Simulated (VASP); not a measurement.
Given:

```yaml
crystal:
  lattice:
    - [0.00000, 2.69851, 2.69851]
    - [2.69851, 0.00000, 2.69851]
    - [2.69851, 2.69851, 0.00000]
  atoms:
    - { symbol: Si, position: [0.25000, 0.25000, 0.25000] }
    - { symbol: Si, position: [0.75000, 0.75000, 0.75000] }
    - { symbol: Ni, position: [0.00000, 0.00000, 0.00000] }
```

Method: PBEsol GGA, VASP's PBE PAW potentials (set 64) (plane waves; VASP 6.6.1). Settings: 530 eV cut-off, 9×9×9 Γ-centred mesh, first-order Methfessel-Paxton smearing of 0.10 eV, potentials Si Ni.

Finite-difference elastic constants of metals are sensitive to mesh and smearing; shear constants can be off by tens of GPa.

Q: Give the elastic stiffness tensor with the ions relaxed (GPa, in the frame of the cell).

A: 
|  | xx | yy | zz | yz | xz | xy |
|---|---|---|---|---|---|---|
| xx | 196 | 133 | 133 | 0.0 | 0.0 | 0.0 |
| yy | 133 | 196 | 133 | 0.0 | 0.0 | 0.0 |
| zz | 133 | 133 | 196 | 0.0 | 0.0 | 0.0 |
| yz | 0.0 | 0.0 | 0.0 | 70.3 | 0.0 | 0.0 |
| xz | 0.0 | 0.0 | 0.0 | 0.0 | 70.3 | 0.0 |
| xy | 0.0 | 0.0 | 0.0 | 0.0 | 0.0 | 70.3 |

Q: Estimate the Hill bulk modulus, Hill shear modulus, Young's modulus, Poisson's ratio.

A: 
| Item | Value |
|---|---|
| Hill bulk modulus | 154 GPa |
| Hill shear modulus | 51.1 GPa |
| Young's modulus | 138 GPa |
| Poisson's ratio | 0.351 |

The compound is NiSi2 in the fluorite structure. It was relaxed first. The run is not spin-polarised, so no magnetic state was tried.
